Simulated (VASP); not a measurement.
An input for Quantum ESPRESSO's pw.x (written as the equivalent of a VASP run, and not itself run):

```
&CONTROL
  calculation = 'vc-relax'
  pseudo_dir = './pseudo'
  outdir = './out'
  tprnfor = .true.
  tstress = .true.
  nstep = 60
  forc_conv_thr = 0.00039
/
&SYSTEM
  ibrav = 0
  nat = 1
  ntyp = 1
  ecutwfc = 88
  occupations = 'smearing'
  smearing = 'methfessel-paxton'
  degauss = 0.00735
  input_dft = 'pbe'
  vdw_corr = 'grimme-d3'
  dftd3_version = 3
  dftd3_threebody = .false.
/
&ELECTRONS
  conv_thr = 7.3e-08
  electron_maxstep = 100
/
&IONS
/
&CELL
/
ATOMIC_SPECIES
  Rh 102.906 Rh.upf
CELL_PARAMETERS angstrom
     0.0000000    1.9000000    1.9000000
     1.9000000    0.0000000    1.9000000
     1.9000000    1.9000000    0.0000000
ATOMIC_POSITIONS crystal
  Rh   0.0000000  0.0000000  0.0000000
K_POINTS automatic
  15 15 15 0 0 0
```

Task: Write the VASP files for the same calculation (PBE-D3 (zero damping)).

Result: Several could match; the one computed here: 
File KPOINTS:
```
kpoints
0
gamma
  15 15 15
0 0 0
```

POSCAR:
```
Rh
1
    0.0000000000     1.9000000000     1.9000000000
    1.9000000000     0.0000000000     1.9000000000
    1.9000000000     1.9000000000     0.0000000000
Rh
1
Direct
  0.0000000000   0.0000000000   0.0000000000
```

INCAR:
```
# general
SYSTEM =Rh
PREC   =Accurate
ENCUT  =520
LREAL  =.FALSE.
LASPH  =.TRUE.

# electronic loop
EDIFF  =1E-6
NELM   =100
ALGO   =Normal
LMAXMIX=4

# smearing
ISMEAR =1
SIGMA  =0.1

# functional
GGA    =PE
IVDW   =11

# ions
IBRION =2
NSW    =60
ISIF   =3
EDIFFG =-0.01

# output
LWAVE  =.FALSE.
LCHARG =.FALSE.
```

POTCAR, in this order: Rh_pv (PBE.64 set). Program: vasp_std.

What does not carry over: the potentials are each code's own (VASP's PAW set, PseudoDojo norm-conserving files in pw.x), so ENCUT and ecutwfc are chosen apart and not converted; conv_thr bounds pw.x's estimated SCF error, while EDIFF bounds the energy change between steps; forc_conv_thr acts on force components and is met together with etot_conv_thr.

The compound is Rh in the fcc structure. This run relaxes it. Symmetry was kept, so distortions that lower it aren't found.
